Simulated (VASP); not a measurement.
OSZICAR of a VASP run on Cd₃₁ITe₃₁:

File OSZICAR:
```
       N       E                     dE             d eps       ncg     rms          rms(c)
DAV:   1    -0.147550067904E+03   -0.14755E+03   -0.25570E-05  1440   0.162E-02    0.969E-03
RMM:   2    -0.147550066856E+03    0.10474E-05   -0.92675E-06  1201   0.563E-03    0.498E-03
RMM:   3    -0.147550066371E+03    0.48505E-06   -0.21097E-06  1074   0.204E-03    0.364E-03
RMM:   4    -0.147550066274E+03    0.97512E-07   -0.60810E-07   795   0.957E-04
   1 F= -.14755007E+03 E0= -.14753654E+03  d E =-.270475E-01  mag=     3.0000
```

### Question
Which electronic solver shows in the log?

### Answer
It is blocked Davidson (ALGO = Normal, or the opening steps of other solvers) and then RMM-DIIS (ALGO = Fast or VeryFast). The INCAR had ALGO = Fast.

### Question
How was spin treated?

### Answer
Collinear spin (ISPIN = 2): the summary line carries one mag value, 3.00 μB in the cell.

### Question
Can the final energy be trusted as converged?

### Answer
The run converged. It stopped with EDIFF = 1E-6, NELM = 100 (PBE GGA, plane waves, VASP's PBE PAW potentials (set 64)). The run did not end as a converged relaxation.  The supercell is sampled at Γ alone, which is coarse: total energies, pressure and levels can be off, energies of defects by several tenths of an eV.

The cell is a supercell with a defect, built from CdTe (zinc blende): I_Te-vac_Cd. The total moment is imposed (NUPDOWN), so this need not be the lowest spin state.
